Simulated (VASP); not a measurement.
A convergence study with VASP on BaTiO3 (cubic perovskite): one setting is varied, all else stays as given below, so the limit is that of these other settings.

```yaml
crystal:
  lattice:
    - [4.00000, 0.00000, 0.00000]
    - [0.00000, 4.00000, 0.00000]
    - [0.00000, 0.00000, 4.00000]
  atoms:
    - { symbol: Ba, position: [0.00000, 0.00000, 0.00000] }
    - { symbol: Ti, position: [0.50000, 0.50000, 0.50000] }
    - { symbol: O, position: [0.50000, 0.00000, 0.50000] }
    - { symbol: O, position: [0.00000, 0.50000, 0.50000] }
    - { symbol: O, position: [0.50000, 0.50000, 0.00000] }
```

Level of theory: LDA (Ceperley-Alder, Perdew-Zunger), VASP's LDA PAW potentials (set 64) (plane waves; VASP). The tightest run used: 700 eV cut-off, 14×14×14 Γ-centred mesh, Gaussian smearing of 0.050 eV, potentials Ba_sv Ti_sv O.

Unless said otherwise, spin-orbit coupling is left out, though it shifts the bands of the heavy elements here. Gaps are read on the run's mesh, which can miss a band edge.

**Question.** The settings run are 2×2×2 mesh; 3×3×3 mesh; 4×4×4 mesh; 5×5×5 mesh; 6×6×6 mesh; 7×7×7 mesh; 8×8×8 mesh; 9×9×9 mesh; 10×10×10 mesh; 11×11×11 mesh; 12×12×12 mesh; 13×13×13 mesh; 14×14×14 mesh. From which on does the stress (every component) stay within 0.5 GPa of the tightest run?

**Answer.** From 3×3×3 mesh on: it is off by 0.29 there and by no more than 0.5 in any finer run, while 2×2×2 mesh is off by 2.59.
```
setting        E (eV/atom)  pressure (GPa)  gap on the mesh (eV)  irreducible k-points  difference judged (GPa)
-------------  -----------  --------------  --------------------  --------------------  -----------------------
2×2×2 mesh         -8.6650           -4.18                 1.275                     4                     2.59
3×3×3 mesh         -8.8048           -6.48                 1.722                     4                     0.29
4×4×4 mesh         -8.8218           -6.71                 1.643                    10                     0.06
5×5×5 mesh         -8.8247           -6.76                 1.776                    10                     0.01
6×6×6 mesh         -8.8252           -6.76                 1.661                    20                     0.00
7×7×7 mesh         -8.8253           -6.77                 1.724                    20                     0.00
8×8×8 mesh         -8.8253           -6.77                 1.662                    35                     0.00
9×9×9 mesh         -8.8253           -6.77                 1.700                    35                     0.00
10×10×10 mesh      -8.8253           -6.77                 1.662                    56                     0.00
11×11×11 mesh      -8.8253           -6.77                 1.687                    56                     0.00
12×12×12 mesh      -8.8253           -6.75                 1.662                    84                     0.02
13×13×13 mesh      -8.8253           -6.77                 1.680                    84                     0.00
14×14×14 mesh      -8.8253           -6.77                 1.662                   120                     0.00
```

Left out are rungs that failed or repeat a setting and relaxations that didn't move; long series are thinned to 24 rows.

The compound is BaTiO3 in the cubic perovskite structure, the ideal cubic form; the compound distorts at low or room temperature. The cell was not relaxed at this level.
